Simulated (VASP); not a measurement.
Computed with AM05 GGA, VASP's PBE PAW potentials (set 64) (plane waves; VASP).

The input files of a VASP run:

### POSCAR
```
Ca
1
    0.0000000000     2.7730420089     2.7730420089
    2.7730420089     0.0000000000     2.7730420089
    2.7730420089     2.7730420089     0.0000000000
Ca
1
Direct
  0.0000000000   0.0000000000   0.0000000000
```

### INCAR
```
ISIF = 2   # forces and stress, cell fixed
GGA = AM   # AM05
LREAL = .FALSE.   # projection in real space or not
EDIFF = 1E-7   # SCF stop (eV)
ALGO = Normal
SYSTEM = Ca
LASPH = .TRUE.
ISMEAR = 1
PREC = Accurate
LCHARG = .FALSE.
NELM = 100   # most electronic steps
SIGMA = 0.1   # width (eV)
ENCUT = 520   # plane-wave cut-off (eV)
LWAVE = .FALSE.
```

KPOINTS:
```
Automatic mesh
0
Gamma
12 12 12
0 0 0
```

POTCAR, in this order: Ca_sv (PBE.64 set). Program: vasp_std.

Question: What will the output report for the number of irreducible k-points (NKPTS), largest plane-wave count, number of space-group operations, FFT grid (NGX, NGY, NGZ)?

Answer: 
```
Item                                          Result
--------------------------------------  ------------
number of irreducible k-points (NKPTS)            72
largest plane-wave count                        1174
number of space-group operations                  48
FFT grid (NGX, NGY, NGZ)                30 × 30 × 30
```

The compound is Ca in the fcc structure. This cell is one point of a volume scan, at 1.03 of the reference volume.
